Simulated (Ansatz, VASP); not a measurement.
# Zr2SiC2: VASP beside Ansatz

INCAR

```
PREC = Accurate
ENCUT = 520
EDIFF = 1E-7
ISMEAR = 0
SIGMA = 0.1
LREAL = F
LASPH = T
NELM = 100
ALGO = Normal
ISIF = 2
LWAVE = F
LCHARG = F
GGA = PE
NBANDS = 26
```

Contents of KPOINTS:

```
Automatic mesh
0
Gamma
  6 6 4
```

The input POSCAR:

```
Zr2SiC2
1.0
    3.7856094552      0.0000000000      0.0000000000
   -1.7456769985      3.5414371318      0.0000000000
   -0.1370567446     -2.2140237173      5.8819412601
Zr Si C
2 1 2
Direct
    0.2175170438      0.4438376600      0.1977524143
    0.7600703306      0.5596263752      0.8021786980
    0.0721698450      0.9897310877      0.4999594557
    0.0815686139      0.2104748210      0.8190288934
    0.8686741668      0.7963300561      0.1810805386
```

Input for Ansatz:

```yaml
crystal:
  lattice:
    - [3.7856094552, 0.0, 0.0]
    - [-1.7456769985, 3.5414371318, 0.0]
    - [-0.1370567446, -2.2140237173, 5.8819412601]
  atoms:
    - { symbol: Zr, position: [0.2175170438, 0.44383766, 0.1977524143] }
    - { symbol: Zr, position: [0.7600703306, 0.5596263752, 0.802178698] }
    - { symbol: Si, position: [0.072169845, 0.9897310877, 0.4999594557] }
    - { symbol: C, position: [0.0815686139, 0.210474821, 0.8190288934] }
    - { symbol: C, position: [0.8686741668, 0.7963300561, 0.1810805386] }
basis:
  ecutwfc: 420
kpoints:
  mp_grid: { grid: [6, 6, 4] }
hamiltonian:
  xc: pbe
scf:
  occupations: { method: gaussian, width: 0.1 }
  lower_state_search: "off"
output:
  forces: true
  stress: true
  eigenvalues: true
```

Change from the starting cell: the structure that the rattled cell fell into.

Alike in both runs: task single point; functional PBE; k mesh 6 × 6 × 4; occupations gaussian, width 0.1 eV; no spin polarisation.

```csv
,VASP,Ansatz
version,VASP 6.6.1,Ansatz 0.2.0
potentials or method,"VASP PAW PBE potentials, release 64 (Zr_sv, Si, C)","scalar-relativistic, plane waves, PAW"
plane-wave cutoff (eV),520,420
valence electrons in the cell,36,36
```

Ansatz gave:

```
gap on the k mesh at the Fermi level (eV)       : none
pressure (GPa)                                  : -0.9
largest component of the traceless stress (GPa) : 3.27
rms of the force components (eV/Å)              : 0.163
```

**Question.** Which values does VASP return?

**Answer.** gap on the k mesh at the Fermi level (eV): none; pressure (GPa): -0.8; largest component of the traceless stress (GPa): 3.28; rms of the force components (eV/Å): 0.164.

Atom by atom the forces differ by 0.004 eV/Å (rms over components). A gap of «none» marks a metal or a gap that the smearing closes. With one functional, cell and mesh, what is left measures potentials, basis and numerics.
